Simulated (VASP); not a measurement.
Input of a VASP 6.6.1 run:

File INCAR:

```
SYSTEM = Ti2BN
  PREC = Normal
  ENCUT = 520
  EDIFF = 1E-4
  ISMEAR = 0
  SIGMA = 0.15
  LREAL = .FALSE.
  LASPH = .TRUE.
  NELM = 60
  ALGO = Fast
  ISIF = 3
  LWAVE = .FALSE.
  LCHARG = .FALSE.
  GGA = PE
  IBRION = 2
  NSW = 24
  EDIFFG = -0.08
```

The input KPOINTS:

```
Automatic mesh
0
G
  5 5 5
  0 0 0
```

The input POSCAR:

```
Ti2BN
1.0
    1.5600000000     -9.2000000000      0.0000000000
    1.5600000000      9.2000000000      0.0000000000
    0.0000000000      0.0000000000      3.0800000000
Ti B N
4 2 2
Direct
    0.6860000000      0.3140000000      0.2500000000
    0.0720000000      0.9280000000      0.7500000000
    0.3140000000      0.6860000000      0.7500000000
    0.9280000000      0.0720000000      0.2500000000
    0.5270000000      0.4730000000      0.2500000000
    0.4730000000      0.5270000000      0.7500000000
    0.1920000000      0.8080000000      0.7500000000
    0.8080000000      0.1920000000      0.2500000000
```

Potentials or basis: VASP PAW PBE potentials, release 64 (Ti_sv, B, N).

Launch:

```console
$ cat potpaw_PBE.64/Ti_sv/POTCAR potpaw_PBE.64/B/POTCAR potpaw_PBE.64/N/POTCAR > POTCAR
$ mpirun -np 1 vasp_std > vasp.out
```

Estimate the band gap on the k mesh.

none (metal or under the smearing width).

Predict the relaxed cell.

a = 8.744 Å, b = 8.744 Å, c = 3.017 Å, α = 90.00°, β = 90.00°, γ = 159.34°.

The path:
| step | energy change (eV) | largest force (eV/Å) | pressure (GPa) | volume (Å³) |
| --- | --- | --- | --- | --- |
| 1 | 0.0000 | 1.5326 | -17.21 | 88.41 |
| 2 | -0.2848 | 1.1588 | 27.73 | 73.98 |
| 3 | -0.7419 | 1.3355 | 4.35 | 79.72 |
| 4 | -0.9035 | 0.4445 | 3.81 | 80.46 |
| 5 | -0.9132 | 0.4215 | 3.58 | 80.33 |
| 6 | -0.9288 | 0.1645 | -4.03 | 82.71 |
| 7 | -0.9401 | 0.1540 | -1.06 | 81.77 |
| 8 | -0.9402 | 0.1434 | -0.77 | 81.72 |
| 9 | -0.9447 | 0.0807 | 0.07 | 81.45 |
| 10 | -0.9450 | 0.0650 | 0.28 | 81.39 |

Caveat: the k mesh is coarse (spacing up to 0.41 Å⁻¹), so the values aren't converged; the relaxation stopped at a loose force limit of 0.08 eV/Å, so its end isn't a converged minimum.
